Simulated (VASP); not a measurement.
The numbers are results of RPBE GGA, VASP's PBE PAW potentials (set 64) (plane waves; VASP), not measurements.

VASP ran on this input.

KPOINTS:
```
kpoints
0
Gamma
  7 7 7
```

### INCAR
```
SYSTEM = CdSe
PREC = Accurate; ENCUT = 520; LREAL = F
LASPH = T
EDIFF = 1E-6; NELM = 100; ALGO = Normal
LMAXMIX = 4
ISMEAR = 0; SIGMA = 0.05
GGA = RP
IBRION = 2; NSW = 60; ISIF = 3
EDIFFG = -0.01
LWAVE = F; LCHARG = F
```

File POSCAR:
```
CdSe
1
    0.0000000000     3.1459889249     3.1459889249
    3.1459889249     0.0000000000     3.1459889249
    3.1459889249     3.1459889249    -0.0000000000
Cd Se
1 1
Direct
  0.0000000000   0.0000000000   0.0000000000
  0.2500000000   0.2500000000   0.2500000000
```

POTCAR, in this order: Cd Se (PBE.64 set). Program: vasp_std.

Output

OSZICAR:
```
       N       E                     dE             d eps       ncg     rms          rms(c)
DAV:   1     0.112941271774E+03    0.11294E+03   -0.87540E+03   520   0.123E+03
DAV:   2     0.402586098082E-01   -0.11290E+03   -0.10855E+03   605   0.289E+02
DAV:   3    -0.522928142446E+01   -0.52695E+01   -0.52575E+01   605   0.644E+01
DAV:   4    -0.526089744015E+01   -0.31616E-01   -0.31613E-01   565   0.494E+00
DAV:   5    -0.526110077749E+01   -0.20334E-03   -0.20334E-03   625   0.365E-01    0.550E+00
DAV:   6    -0.488931593402E+01    0.37178E+00   -0.68425E-01   605   0.964E+00    0.436E+00
DAV:   7    -0.487335310355E+01    0.15963E-01   -0.17605E-01   565   0.306E+00    0.191E+00
DAV:   8    -0.487749571152E+01   -0.41426E-02   -0.14644E-02   520   0.171E+00    0.258E-01
DAV:   9    -0.487842892642E+01   -0.93321E-03   -0.25365E-03   600   0.641E-01    0.553E-02
DAV:  10    -0.487870694818E+01   -0.27802E-03   -0.37561E-04   535   0.241E-01    0.576E-02
DAV:  11    -0.487886684669E+01   -0.15990E-03   -0.34174E-04   525   0.123E-01    0.191E-02
DAV:  12    -0.487886472626E+01    0.21204E-05   -0.94479E-06   628   0.385E-02    0.593E-03
DAV:  13    -0.487886975681E+01   -0.50306E-05   -0.14841E-05   520   0.234E-02    0.514E-03
DAV:  14    -0.487886974723E+01    0.95779E-08   -0.13961E-07   425   0.255E-03
   1 F= -.48788697E+01 E0= -.48788697E+01  d E =-.487887E+01
       N       E                     dE             d eps       ncg     rms          rms(c)
DAV:   1    -0.487930985016E+01   -0.44009E-03   -0.90571E-03   560   0.123E+00    0.155E-01
DAV:   2    -0.487893920978E+01    0.37064E-03   -0.92925E-04   580   0.462E-01    0.503E-02
DAV:   3    -0.487889527702E+01    0.43933E-04   -0.11238E-04   540   0.117E-01    0.444E-02
DAV:   4    -0.487888819125E+01    0.70858E-05   -0.74302E-06   555   0.249E-02    0.809E-03
DAV:   5    -0.487888727843E+01    0.91282E-06   -0.13663E-06   300   0.162E-02
   2 F= -.48788873E+01 E0= -.48788873E+01  d E =-.175312E-04
```

File OUTCAR:
```
------------------------ aborting loop because EDIFF is reached ----------------------------------------
  FORCE on cell =-STRESS in cart. coord.  units (eV):
  Direction    XX          YY          ZZ          XY          YZ          ZX
  --------------------------------------------------------------------------------------
  Total       -0.0052043     -0.0052043     -0.0052043     -0.0000000      0.0000000     -0.0000000
  in kB       -0.1336839     -0.1336839     -0.1336839     -0.0000000      0.0000000     -0.0000000
  external PRESSURE =      -0.1336839 kB  Pullay stress =       0.0000000 kB
  volume of cell :       62.37
      direct lattice vectors                 reciprocal lattice vectors
     0.000000000  3.147667818  3.147667818    -0.158847766  0.158847766  0.158847766
     3.147667818  0.000000000  3.147667818     0.158847766 -0.158847766  0.158847766
     3.147667818  3.147667818 -0.000000000     0.158847766  0.158847766 -0.158847766
  FREE ENERGIE OF THE ION-ELECTRON SYSTEM (eV)
  ---------------------------------------------------
  free  energy   TOTEN  =        -4.8788872784 eV

  energy  without entropy=       -4.8788872784  energy(sigma->0) =       -4.87888728

 reached required accuracy - stopping structural energy minimisation
```
(Selected blocks of OUTCAR.)

File CONTCAR:
```
CdSe
   1.00000000000000
     0.0000000000000000    3.1476678181542401    3.1476678181542401
     3.1476678181542401    0.0000000000000000    3.1476678181542401
     3.1476678181542401    3.1476678181542401   -0.0000000000000000
  Cd              Se
     1     1
Direct
     1.0000000000000000    0.0000000000000000    1.0000000000000000
     0.2500000000000000    0.2500000000000000    0.2500000000000000
```

The compound is CdSe in the zinc blende structure, whereas wurtzite is the usual form. This run relaxes it. Symmetry was kept, so distortions that lower it aren't found. The start is the result of an earlier pass.
